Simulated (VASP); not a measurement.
B2F: density of states with LDA

Crystal: B2F.

```
B F
1.0
     1.42818    2.48974   -0.01380
    -1.41341    2.48122   -0.00372
    -0.01265   -0.01271    3.55416
B F
2 1
Cartesian
  -0.0225 1.6150 1.7442
  -0.0656 3.3371 1.6689
  -1.3118 2.5910 0.0057
```

The cell was built by a generator and needn't be a form met in nature.

```json
{"Program": "VASP 6.6.1", "Task": "density of states", "Functional": "LDA", "Potentials or basis": "VASP PAW LDA potentials, release 64 (B, F)", "Cutoff": "520 eV", "k mesh": "7 × 7 × 5, shifted", "Occupations": "methfessel-paxton, width 0.0935 eV", "Spin": "no spin polarisation", "Dipole correction": "no", "k mesh for the DOS": "11 × 11 × 8", "Occupations for the DOS": "tetrahedron", "Further INCAR settings": "ALGO = Normal; EDIFF = 1e-06"}
```

* Valence electrons inside the program's atomic spheres: B 1.92; F 5.96

Levels at points of the mesh, in eV from the Fermi level:
```tsv
k point	band 4	band 5	band 6	band 7	band 8	band 9	band 10
(0.00, 0.00, 0.00)	-2.68	-2.58	1.23	2.51	2.68	9.17	10.25
(0.00, 0.00, 0.50)	-2.49	-1.54	-1.16	1.29	2.60	8.97	10.89
```

States per cell in windows of 1 eV (zero at the Fermi level; states under -8 eV left out):
| from (eV) | total | F3_p | B1_p | B2_p | B2_s | B1_s | F3_s |
| --- | --- | --- | --- | --- | --- | --- | --- |
| -8.0 | 0.61 | 0.10 | 0.05 | 0.05 | 0.10 | 0.10 | 0.00 |
| -7.0 | 0.32 | 0.08 | 0.03 | 0.03 | 0.03 | 0.03 | 0.00 |
| -6.0 | 1.13 | 0.41 | 0.10 | 0.10 | 0.06 | 0.06 | 0.01 |
| -5.0 | 1.35 | 0.61 | 0.10 | 0.10 | 0.05 | 0.05 | 0.01 |
| -4.0 | 2.08 | 1.16 | 0.13 | 0.13 | 0.07 | 0.07 | 0.00 |
| -3.0 | 1.78 | 1.04 | 0.10 | 0.10 | 0.09 | 0.09 | 0.00 |
| -2.0 | 0.99 | 0.36 | 0.15 | 0.15 | 0.07 | 0.07 | 0.00 |
| -1.0 | 1.39 | 0.32 | 0.37 | 0.36 | 0.04 | 0.04 | 0.00 |
| 0.0 | 0.80 | 0.09 | 0.26 | 0.26 | 0.01 | 0.01 | 0.00 |
| 1.0 | 0.46 | 0.07 | 0.13 | 0.13 | 0.00 | 0.00 | 0.01 |
| 2.0 | 1.02 | 0.22 | 0.24 | 0.24 | 0.00 | 0.00 | 0.01 |
| 3.0 | 0.60 | 0.11 | 0.14 | 0.14 | 0.00 | 0.00 | 0.00 |
| 4.0 | 0.15 | 0.03 | 0.04 | 0.03 | 0.00 | 0.00 | 0.00 |
| 5.0 | 0.43 | 0.04 | 0.10 | 0.11 | 0.00 | 0.00 | 0.00 |
| 6.0 | 0.48 | 0.03 | 0.12 | 0.12 | 0.00 | 0.00 | 0.00 |
| 7.0 | 0.35 | 0.01 | 0.09 | 0.09 | 0.00 | 0.00 | 0.00 |

It took 34 s on 1 thread of Intel(R) Xeon(R) 6975P-C (Granite Rapids), on a shared host, peak memory 0.23 GiB.

Caveat: the k mesh is coarse (spacing up to 0.36 Å⁻¹), so the values aren't converged; an odd number of electrons without spin polarisation forces a metal; a magnetic or distorted state may lie lower.
